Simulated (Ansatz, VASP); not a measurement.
Given: the input of a run of VASP 6.6.1 on NbSeN. The cell comes from a database or a generator and needn't be the stable form of this composition.

INCAR

```
PREC     = Accurate       # precision mode
ENCUT    = 520            # plane-wave cutoff, eV
EDIFF    = 1E-7           # SCF threshold, eV
ISMEAR   = -1             # smearing method
SIGMA    = 0.05           # smearing width, eV
LREAL    = False          # projectors in reciprocal space
LASPH    = True           # aspherical terms in the spheres
NELM     = 100            # most SCF steps
ALGO     = Normal         # electronic algorithm
ISIF     = 2              # what is computed and relaxed
LWAVE    = False          # write WAVECAR
LCHARG   = True           # write CHGCAR
GGA      = PE             # functional
LELF     = True           # ELF
LVHAR    = True         
NBANDS   = 33             # bands
```

KPOINTS

```
Automatic mesh
0
Gamma
  7 7 4
```

File POSCAR:

```
NbSeN
1.0
    3.6724980000      0.0000000000      0.0000000000
    0.0000000000      3.6724980000      0.0000000000
    0.0000000000      0.0000000000      6.3781640000
Nb Se N
2 2 2
Direct
    0.0000000000      0.5000000000      0.8269710000
    0.5000000000      0.0000000000      0.1730290000
    0.0000000000      0.5000000000      0.3814760000
    0.5000000000      0.0000000000      0.6185240000
    0.0000000000      0.0000000000      0.0000000000
    0.5000000000      0.5000000000      0.0000000000
```

Potentials or basis: VASP PAW PBE potentials, release 64 (Nb_sv, Se, N).

Launch:

```bash
$ cat potpaw_PBE.64/Nb_sv/POTCAR potpaw_PBE.64/Se/POTCAR potpaw_PBE.64/N/POTCAR > POTCAR
$ mpirun -np 1 vasp_std > vasp.out
```

What does the same run look like in Ansatz 0.2.0? Potentials or basis there: Ansatz PAW, cutoff 420 eV.

As run (cutoffs and basis follow the program's own potentials, and thresholds, step limits or extra output files can differ):

File input.yaml:

```yaml
crystal:
  lattice:
    - [3.672498, 0.0, 0.0]
    - [0.0, 3.672498, 0.0]
    - [0.0, 0.0, 6.378164]
  atoms:
    - { symbol: Nb, position: [0.0, 0.5, 0.826971] }
    - { symbol: Nb, position: [0.5, 0.0, 0.173029] }
    - { symbol: Se, position: [0.0, 0.5, 0.381476] }
    - { symbol: Se, position: [0.5, 0.0, 0.618524] }
    - { symbol: "N", position: [0.0, 0.0, 0.0] }
    - { symbol: "N", position: [0.5, 0.5, 0.0] }
hamiltonian:
  xc: pbe
  pseudopotentials: { kind: paw }
kpoints:
  mp_grid: { grid: [7, 7, 4] }
scf:
  occupations: { method: fermi_dirac, width: 0.05 }
output:
  forces: true
  stress: true
  eigenvalues: true
  write_density: true
  write_potential: true
  elf: true
  volumetric_format: npy
```

Potentials or basis: Ansatz PAW.

Run with:

```console
$ ansatz run input.yaml --threads 2 --pin off --max-ram 5120MiB --backend cpu --events-out ev --progress --plain --runs-dir out
```

Both were run:

|  | VASP | Ansatz |
| --- | --- | --- |
| Pressure | -3.3 GPa | -3.1 GPa |
| Largest force | 0.511 eV/Å | 0.498 eV/Å |

Ansatz's pressure holds a Pulay term of +0.22 GPa for its cutoff of 420 eV, which the other run lacks.

The potentials hold 48 and 68 valence electrons a cell.

Where Ansatz's input types no cutoff or centring, it takes its own default and a Γ-centred mesh.

Pressure is positive in compression.
